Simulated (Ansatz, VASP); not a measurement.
# CoO (zincblende prototype) in two plane-wave programs, part 3 of 3

Wanted: the spread between two codes on one cell, functional and k mesh. The cell is invented: As first built, before any earlier steps moved the atoms or strained the cell (in the runner's words): zincblende prototype, lattice guessed from radii. It may not be a known or stable phase. The cell is taken from a series of runs on this material, whose earlier steps may have relaxed, scaled, displaced or heated it; both programs get it as it stands.

VASP 6.6.1 and Ansatz 0.2.0.

So far. Step 6 (VASP: single point, LDA, DFT+U, pair 2): The run ends at a pressure of -10.43 GPa.

### 8. Ansatz: single point, LDA, DFT+U, pair 3

Level of this step: Ansatz beside VASP: Kohn-Sham DFT, plane waves, LDA, DFT+U (Ansatz).

With cell and atoms fixed, the geometry can't cause a difference; cores, projectors, grids and the points listed under the comparison can.

The cell is taken from a series of runs on this material, whose earlier steps may have relaxed, scaled, displaced or heated it; both programs get it as it stands.

input.yaml reads:

```yaml
crystal:
  lattice:
    - [0.0, -2.285144763, -2.285144763]
    - [0.0, 2.285144763, -2.285144763]
    - [4.570289526, 0.0, 0.0]
  atoms:
    - { symbol: Co, position: [0.5, 0.5, 0.5], spin: 3.0 }
    - { symbol: Co, position: [0.0, 0.0, 0.0], spin: 3.0 }
    - { symbol: O, position: [0.0, 0.5, 0.75] }
    - { symbol: O, position: [0.5, 0.0, 0.25] }
magnetization:
  spin_polarized: true
kpoints:
  mp_grid: { grid: [9, 9, 6] }
hamiltonian:
  xc: lda
  hubbard:
    sites:
      - { species: Co, l: d, u_eff: 4.38 }
      - { site: 0, l: d, u_eff: 4.38, starting_ns: [{ spin: up, occupation_matrix: co1_major }, { spin: down, occupation_matrix: co1_minor }] }
      - { site: 1, l: d, u_eff: 4.38, starting_ns: [{ spin: up, occupation_matrix: co1_major }, { spin: down, occupation_matrix: co1_minor }] }
    projectors: ortho-atomic
    occupation_matrices:
      co1_major:
        matrix:
          - [0.998, 0.0, 0.0, 0.0, 0.0]
          - [0.0, 0.994, 0.0, 0.0, 0.0]
          - [0.0, 0.0, 0.994, 0.0, 0.0]
          - [0.0, 0.0, 0.0, 0.998, 0.0]
          - [0.0, 0.0, 0.0, 0.0, 0.994]
      co1_minor:
        matrix:
          - [0.986, 0.0, 0.0, 0.0, 0.0]
          - [0.0, 0.127, 0.0, 0.0, 0.0]
          - [0.0, 0.0, 0.127, 0.0, 0.0]
          - [0.0, 0.0, 0.0, 0.986, 0.0]
          - [0.0, 0.0, 0.0, 0.0, 0.127]
scf:
  occupations: { method: fermi_dirac, width: 0.05 }
output:
  eigenvalues: true
```

Run with:

```
$ ansatz run input.yaml --threads 4 --pin off --max-ram 8192MiB --backend cpu --events-out ev --progress --plain --runs-dir out
```

Numbers of over 12 decimals in the logs are rounded to 6 here.

The program printed:

```text
[...]
Crystal: 4 atoms, lattice volume = 47.731 Å³
Basis set: ecut = 420 eV, 927 PW (Γ)
Bands: 32, of which v1, the nominal top of the filled ones, is band 23 counted from 1 (22 counted from 0)
Symmetry: 16 space group operations
[...]
k-points: 60 of 486 (time reversal used)
[...]
Starting moments: Σ|m| = 6 μB on 2 of 4 sites
[...]
k-point 0 ↑: bands = [... 19 lower, 5.7941, 6.9447, 6.9447, 6.9691, 9.4912, 9.4912, 9.4912, 9.9574, ... 5 higher]
  k-point 1 ↑: bands = [... 19 lower, 5.7739, 7.1572, 7.1829, 7.1829, 9.0099, 9.3546, 9.3546, 10.6553, ... 5 higher]
  k-point 2 ↑: bands = [... 19 lower, 5.7190, 7.5892, 7.7443, 7.7443, 8.5134, 8.9686, 8.9686, 11.7147, ... 5 higher]
  k-point 59 ↓: bands = [... 19 lower, 8.5084, 10.5694, 10.5694, 12.2036, 12.2036, 12.2681, 12.2681, 17.8130, ... 5 higher]
Occupation matrices written to <dir>
[key lines of the parts left out:]
SCF converged after 12 iterations
Magnetization: 6.0000 μB (26.0000 up, 20.0000 down)
Free energy (F): -11230.039039 eV
Fermi energy:    9.778053 eV
```

### 9. VASP: single point, LDA, DFT+U, pair 3

The same cell, functional (in two slightly different forms), mesh and smearing now go to VASP, with its own data sets.

INCAR reads:

```
SYSTEM = CoO
PREC = Accurate
ENCUT = 520
EDIFF = 1E-06
NELM = 200
ISMEAR = -1
SIGMA = 0.05
LREAL = .FALSE.
ALGO = Normal
GGA = PW92
NBANDS = 27
ISPIN = 2
MAGMOM = 2.46 2.46 0.21 0.21
LDAU = .TRUE.
LDAUTYPE = 2
LDAUL = 2 -1
LDAUU = 4.38 0
LDAUJ = 0 0
LDAUPRINT = 1
LASPH = .TRUE.
LMAXMIX = 4
LORBIT = 11
LWAVE = .FALSE.
LCHARG = .FALSE.
ISIF = 2
GGA_COMPAT = .FALSE.
KPAR = 2
```

POSCAR reads:

```
CoO
1.0
    0.0000000000     -2.2851447630     -2.2851447630
    0.0000000000      2.2851447630     -2.2851447630
    4.5702895260      0.0000000000      0.0000000000
Co O
2 2
Direct
    0.5000000000      0.5000000000      0.5000000000
    0.0000000000      0.0000000000      0.0000000000
    0.0000000000      0.5000000000      0.7500000000
    0.5000000000      0.0000000000      0.2500000000
```

KPOINTS reads:

```
Automatic mesh
0
Gamma
9 9 6
0 0 0
```

PAW data sets: Co and O (LDA family, release 64).

Run with:

```
$ mpirun -np 2 vasp_std
```

The program printed:

```text
[... set-up lines as in an earlier step ...]
 entering main loop
       N       E                     dE             d eps       ncg     rms          rms(c)
DAV:   1     0.252519180918E+03    0.25252E+03   -0.13411E+04  6528   0.128E+03
DAV:   2     0.218039631770E+00   -0.25230E+03   -0.22568E+03  6675   0.307E+02
DAV:   3    -0.282812981625E+02   -0.28499E+02   -0.27627E+02  7185   0.119E+02
DAV:   4    -0.289093600417E+02   -0.62806E+00   -0.62602E+00  7180   0.181E+01
[...]
DAV:  15    -0.261525883575E+02    0.78638E-05   -0.12559E-04  7793   0.144E-01    0.245E-02
DAV:  16    -0.261525943335E+02   -0.59759E-05   -0.28472E-05  8075   0.731E-02    0.788E-03
DAV:  17    -0.261525941302E+02    0.20323E-06   -0.22247E-06  5033   0.230E-02
   1 F= -.26152594E+02 E0= -.26152591E+02  d E =-.565412E-05  mag=     6.0001
```

OUTCAR, selected parts (step 9):

```text
  Total       -2.4721132     -2.4730116     -2.4730116      0.0000000      0.0000000     -0.0000000
  in kB      -82.9808333    -83.0109899    -83.0109899      0.0000000      0.0000000     -0.0000000
  external PRESSURE =     -83.0009377 kB  Pullay stress =       0.0000000 kB

 POSITION                                       TOTAL-FORCE (eV/Angst)
 -----------------------------------------------------------------------------------
      2.28514      0.00000     -2.28514         0.000000     -0.000000     -0.000000
      0.00000      0.00000      0.00000        -0.000000     -0.000000     -0.000000
      3.42772      1.14257     -1.14257        -0.000000      0.000000      0.000000
      1.14257     -1.14257     -1.14257        -0.000000      0.000000      0.000000
 -----------------------------------------------------------------------------------
    total drift:                               -0.000000      0.000000     -0.000000

  FREE ENERGIE OF THE ION-ELECTRON SYSTEM (eV)
  ---------------------------------------------------
  free  energy   TOTEN  =       -26.1525941302 eV

  energy  without entropy=      -26.1525884761  energy(sigma->0) =      -26.15259130

 magnetization (x)
# of ion       s       p       d       tot
------------------------------------------
    1        0.017   0.049   2.644   2.709
    2        0.017   0.049   2.644   2.709
    3        0.014   0.176   0.000   0.190
    4        0.014   0.176   0.000   0.190
--------------------------------------------------
tot          0.061   0.449   5.287   5.798

[... 2 parts as in an earlier step ...]

[... 1 further part left out ...]
[key lines of the parts left out:]
E-fermi :   5.0095
```

The run ends at a pressure of -8.30 GPa.

### 10. Differences

What differs besides the data sets and the points named for the pairs above, as far as they apply: the data sets hold 46 valence electrons in Ansatz (on its default PAW (the set named soft_2) files) and 30 in VASP. Total energies have different zeros and are not compared.

Both answers:

| quantity | Ansatz | VASP | difference |
| --- | --- | --- | --- |
| total moment (μB) | 6.00 | 6.00 | 0.00 |
| moment on Co1 (μB) | 2.46 | 2.71 | -0.25 |
| moment on Co2 (μB) | 2.46 | 2.71 | -0.25 |
| moment on O3 (μB) | 0.21 | 0.19 | +0.02 |
| moment on O4 (μB) | 0.21 | 0.19 | +0.02 |

### 11. Results

```yaml
difference_in_total_moment_single_point_lda_dft_u_pair_1: -0.019 μB
difference_in_total_moment_single_point_lda_dft_u_pair_2: 0.0043 μB
difference_in_total_moment_single_point_lda_dft_u_pair_3: -1.0e-4 μB
```

What this shows: The difference in total moment is -0.019 μB (single point, LDA, DFT+U, pair 1). The data sets hold unlike numbers of valence electrons (46 in Ansatz and 30 in VASP), so part of the differences may come from the potentials. Pairs 1 and 2 hold one cell, so they aren't independent. 5 further pairs of this series are not shown here. How closely two codes agree says nothing of how well the functional describes the real material.

[Lines on the potential files, build, host, timing and source positions are cut from VASP's logs without a mark.]

[Logs are printed without paths, hosts, clocks, repeated set-up lines and the standing remarks that a program may print on its own settings, such as how far it seeks lower states.]

[Hosts, paths, dates, database ids (printed as entryN), source tags and the programs' standing remarks are cut or masked in the printed files.]
